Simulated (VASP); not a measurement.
A convergence study with VASP on CdSe (zinc blende): a few settings are varied, all else stays as given below, so the limit is that of these other settings. The cell's lengths are 1 % over those of the tabulated start and one atom is moved, so it is off equilibrium.

```
CdSe
1.0
    0.00000     3.05525     3.05525
    3.05525     0.00000     3.05525
    3.05525     3.05525     0.00000
Cd Se
1 1
Cartesian
  0.00000   0.00000   0.00000
  1.58822   1.52763   1.52763
```

Level of theory: LDA (Ceperley-Alder, Perdew-Zunger), VASP's LDA PAW potentials (set 64) (plane waves; VASP). The last row used: 550 eV cut-off, 6×6×6 Γ-centred mesh, Gaussian smearing of 0.050 eV, potentials Cd Se.

```
setting                      E (eV/atom)  pressure (GPa)  electronic steps
---------------------------  -----------  --------------  ----------------
ALGO = Normal, EDIFF = 1E-2      -3.3660           -3.80                 8
ALGO = Normal, EDIFF = 1E-3      -3.3659           -1.80                 9
ALGO = Normal, EDIFF = 1E-4      -3.3659           -2.15                10
ALGO = Normal, EDIFF = 1E-5      -3.3659           -2.22                11
ALGO = Normal, EDIFF = 1E-6      -3.3659           -2.15                12
ALGO = Normal, EDIFF = 1E-7      -3.3659           -2.16                13
ALGO = Normal, EDIFF = 1E-8      -3.3659           -2.16                15
ALGO = Normal, EDIFF = 1E-9      -3.3659           -2.16                15
ALGO = Fast, EDIFF = 1E-2        -3.3660           -2.57                 8
ALGO = Fast, EDIFF = 1E-3        -3.3659           -2.34                 9
ALGO = Fast, EDIFF = 1E-4        -3.3659           -1.95                10
ALGO = Fast, EDIFF = 1E-5        -3.3659           -2.19                11
ALGO = Fast, EDIFF = 1E-6        -3.3659           -2.15                13
ALGO = Fast, EDIFF = 1E-7        -3.3659           -2.15                13
ALGO = Fast, EDIFF = 1E-8        -3.3659           -2.15                15
ALGO = Fast, EDIFF = 1E-9        -3.3659           -2.16                16
ALGO = All, EDIFF = 1E-2         -3.3657           -2.38                10
ALGO = All, EDIFF = 1E-3         -3.3658           -2.10                11
ALGO = All, EDIFF = 1E-4         -3.3659           -2.17                12
ALGO = All, EDIFF = 1E-5         -3.3659           -2.16                13
ALGO = All, EDIFF = 1E-6         -3.3659           -2.16                14
ALGO = All, EDIFF = 1E-7         -3.3659           -2.16                16
ALGO = All, EDIFF = 1E-8         -3.3659           -2.16                17
ALGO = All, EDIFF = 1E-9         -3.3659           -2.16                18
```

Left out are rungs that failed or repeat a setting and relaxations that didn't move; long series are thinned to 24 rows.

The compound is CdSe in the zinc blende structure, whereas wurtzite is the usual form. The cell was not relaxed at this level, it is distorted from the ideal structure.
